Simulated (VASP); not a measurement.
The system is LiH (HLi), in a box.

```
Li H
1.0
     9.00000    0.00000    0.00000
     0.00000    9.00000    0.00000
     0.00000    0.00000   11.00000
Li H
1 1
Direct
  0.50144 0.50233 0.43056
  0.50144 0.50233 0.57562
```

Program: VASP 6.6.1. Alike in all runs: task single point; no spin polarisation; cell as given; k mesh 1 × 1 × 1; smearing gaussian 0.01 eV.

Q: Order these runs on this cell by their band gap on the k mesh, lowest first.
A. level B3LYP+TS; potentials or basis VASP PAW PBE potentials, release 64 (Li_sv, H); cutoff (eV) 520; grid for exact exchange (PRECFOCK) Fast; exchange at q = 0 truncated
B. level SCAN+D3(BJ); potentials or basis VASP PAW PBE potentials, release 64 (Li_sv, H); cutoff (eV) 520
C. level revPBE+D3(BJ); potentials or basis VASP PAW PBE potentials, release 64 (Li_sv, H); cutoff (eV) 520
D. level PBE0+TS; potentials or basis VASP PAW PBE potentials, release 64 (Li_sv, H_h); cutoff (eV) 900; grid for exact exchange (PRECFOCK) Fast; exchange at q = 0 truncated

A: C (2.70 eV), B (3.62 eV), A (3.97 eV), D (4.34 eV).

